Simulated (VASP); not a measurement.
Consider the following.

```yaml
crystal:
  lattice:
    - [1.37464, -2.38094, 0.00000]
    - [1.37464, 2.38094, 0.00000]
    - [0.00000, 0.00000, 4.44801]
  atoms:
    - { symbol: Re, position: [0.33333, 0.66667, 0.25000] }
    - { symbol: Re, position: [0.66667, 0.33333, 0.75000] }
```

Computed with PBEsol GGA, VASP's PBE PAW potentials (set 64) (plane waves; VASP 6.6.1). Run with 480 eV cut-off, 14×14×8 Γ-centred mesh, first-order Methfessel-Paxton smearing of 0.10 eV, potentials Re.

Each relaxation starts from this cell; other phases were not tried.

**Question.** The cell is relaxed at 5 GPa. What happens?

**Answer.** The volume per atom goes from 14.56 to 14.38 Å³ (-1.2 %), and the cell becomes a = 2.7382 Å, b = 2.7382 Å, c = 4.4303 Å, α = 90.00°, β = 90.00°, γ = 120.00°, space group P6_3/mmc.

**Question.** The cell is relaxed at 20 GPa. What happens?

**Answer.** The volume per atom goes from 14.56 to 13.92 Å³ (-4.4 %), and the cell becomes a = 2.7083 Å, b = 2.7083 Å, c = 4.3820 Å, α = 90.00°, β = 90.00°, γ = 120.00°, space group P6_3/mmc.

Failed runs are left out, and for metals the shear rows, which the mesh's noise covers.

The compound is Re in the hcp structure.
